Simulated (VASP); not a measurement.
VASP runs on CuGaSe₂ (space group I-42d) share one base input (PBE GGA, plane waves, VASP's PBE PAW potentials (set 64)) and change the settings named in each case.

File POSCAR:
```
CuGaSe2
5.5579370
 -0.5090745001   0.5090745001   1.0000000000
  0.5090745001  -0.5090745001   1.0000000000
  0.5090745001   0.5090745001  -1.0000000000
Ga Cu Se
2 2 4
Direct
  0.5000000000   0.5000000000   0.0000000000
  0.2500000000   0.7500000000   0.5000000000
  0.0000000000   0.0000000000   0.0000000000
  0.7500000000   0.2500000000   0.5000000000
  0.8750000000   0.8750000000   0.5000000000
  0.1250000000   0.6250000000   0.0000000000
  0.3750000000   0.3750000000   0.5000000000
  0.6250000000   0.1250000000   0.0000000000
```

File KPOINTS:
```
Automatic mesh
0
Gamma
3 3 3
0 0 0
```

**INCAR**
```
! general
SYSTEM  = CuGaSe2
PREC    = Accurate
ENCUT   = 300   ! plane-wave cut-off (eV)
LREAL   = .False.
LASPH   = .True.   ! aspherical one-centre terms

! electronic loop
EDIFF   = 1E-6
NELM    = 100   ! most electronic steps
ALGO    = Normal   ! blocked Davidson
LMAXMIX = 4   ! l cut-off of mixed one-centre charges

! smearing
ISMEAR  = -1   ! Fermi-Dirac
SIGMA   = 0.05   ! width (eV)

! functional
GGA     = PE   ! PBE

! ions
ISIF    = 2   ! forces and stress, cell fixed

! output
LWAVE   = .False.
LCHARG  = .False.
```

POTCAR, in this order: Ga_d Cu Se (PBE.64 set). Program: vasp_std.

| change | E(σ→0) (eV/atom) | pressure (GPa) | largest force (eV/Å) | −TS (eV) |
|---|---|---|---|---|
| base run | -3.8809 | 1.08 | 0.288 | -0.0043 |
| GGA = PS | -4.2858 | -2.35 | 0.326 | -0.0058 |
| GGA_COMPAT = .FALSE., LNONCOLLINEAR = .TRUE., LSORBIT = .TRUE., MAGMOM = 0.0 0.0 0.0 0.0 0.0 0.0 0.0 0.0 0.0 0.0 0.0 0.0 0.0 0.0 0.0 0.0 0.0 0.0 0.0 0.0 0.0 0.0 0.0 0.0, program vasp_ncl | -3.8929 | [?] | [?] | [?] |
| KPOINTS 1×1×1 Γ-centred mesh | -3.5968 | 2.76 | 0.213 | -0.0891 |
| LDAU = .TRUE., LDAUJ = 0 0 0, LDAUL = -1 2 -1, LDAUTYPE = 2, LDAUU = 0 7.0 0 | -3.3972 | [?] | [?] | [?] |

Q: Fill in the missing entries.

A: 
- LDAU = .TRUE., LDAUJ = 0 0 0, LDAUL = -1 2 -1, LDAUTYPE = 2, LDAUU = 0 7.0 0, pressure (GPa): 1.42
- LDAU = .TRUE., LDAUJ = 0 0 0, LDAUL = -1 2 -1, LDAUTYPE = 2, LDAUU = 0 7.0 0, largest force (eV/Å): 0.106
- LDAU = .TRUE., LDAUJ = 0 0 0, LDAUL = -1 2 -1, LDAUTYPE = 2, LDAUU = 0 7.0 0, −TS (eV): 0.0000
- GGA_COMPAT = .FALSE., LNONCOLLINEAR = .TRUE., LSORBIT = .TRUE., MAGMOM = 0.0 0.0 0.0 0.0 0.0 0.0 0.0 0.0 0.0 0.0 0.0 0.0 0.0 0.0 0.0 0.0 0.0 0.0 0.0 0.0 0.0 0.0 0.0 0.0, program vasp_ncl, pressure (GPa): 1.07
- GGA_COMPAT = .FALSE., LNONCOLLINEAR = .TRUE., LSORBIT = .TRUE., MAGMOM = 0.0 0.0 0.0 0.0 0.0 0.0 0.0 0.0 0.0 0.0 0.0 0.0 0.0 0.0 0.0 0.0 0.0 0.0 0.0 0.0 0.0 0.0 0.0 0.0, program vasp_ncl, largest force (eV/Å): 0.293
- GGA_COMPAT = .FALSE., LNONCOLLINEAR = .TRUE., LSORBIT = .TRUE., MAGMOM = 0.0 0.0 0.0 0.0 0.0 0.0 0.0 0.0 0.0 0.0 0.0 0.0 0.0 0.0 0.0 0.0 0.0 0.0 0.0 0.0 0.0 0.0 0.0 0.0, program vasp_ncl, −TS (eV): -0.0048

Energies of different potentials or functionals have different zeros.  At 300 eV the pressure can carry a Pulay error.

Left out are runs that ran out of time, are held back, or changed the cell or the kind of run, fixed moments of cells without a moment, rows past the twelfth, gaps on odd meshes, pressures of charged cells and columns that move by less than the noise.

The structure is a typed CuGaSe2 crystal. The cell was not relaxed at this level, forces remain on its atoms, its lattice was scaled by up to 2.5 %.
